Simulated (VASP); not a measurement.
Input of a VASP 6.6.1 run:

File INCAR:

```
ALGO     = Normal         # electronic algorithm
EDIFF    = 1E-7           # SCF threshold, eV
EDIFFG   = -0.002         # ionic threshold
ENCUT    = 520            # plane-wave cutoff, eV
GGA      = PE             # functional
IBRION   = 2              # ionic algorithm
ISIF     = 3              # what is computed and relaxed
ISMEAR   = 0              # smearing method
LASPH    = T              # aspherical terms in the spheres
LCHARG   = F              # write CHGCAR
LREAL    = F              # projectors in reciprocal space
LWAVE    = F              # write WAVECAR
NELM     = 100            # most SCF steps
NSW      = 80             # ionic steps
PREC     = Accurate       # precision mode
SIGMA    = 0.02           # smearing width, eV
```

File KPOINTS:

```
k-points
0
Gamma
  12 12 12
```

POSCAR

```
SiC
1.0
    0.0000000000      2.1790000000      2.1790000000
    2.1790000000      0.0000000000      2.1790000000
    2.1790000000      2.1790000000      0.0000000000
Si C
1 1
Direct
    0.0000000000      0.0000000000      0.0000000000
    0.2500000000      0.2500000000      0.2500000000
```

Potentials or basis: VASP PAW PBE potentials, release 64 (Si, C).

Run with:

```sh
$ cat potpaw_PBE.64/Si/POTCAR potpaw_PBE.64/C/POTCAR > POTCAR
$ mpirun -np 1 vasp_std > vasp.out
```

Question: Estimate the space group after relaxing (to 0.05 Å).

Answer: F-43m (No. 216).

Question: What does it give for the relaxed cell?

Answer: a = 3.097 Å, b = 3.097 Å, c = 3.097 Å, α = 60.00°, β = 60.00°, γ = 60.00°.

Question: Estimate the band gap on the k mesh.

Answer: 1.37 eV, indirect (least direct gap 4.53 eV).

Question: Predict the relaxed volume.

Answer: 10.50 Å³/atom.

The path:
```tsv
step	energy change (eV)	largest force (eV/Å)	pressure (GPa)	volume (Å³)
1	0.0000	0.0000	3.21	20.69
2	0.0001	0.0000	-3.12	21.32
3	-0.0030	0.0000	0.00	21.00
```

A k mesh can miss the band edges. Zero-point motion and thermal expansion aren't in these numbers.
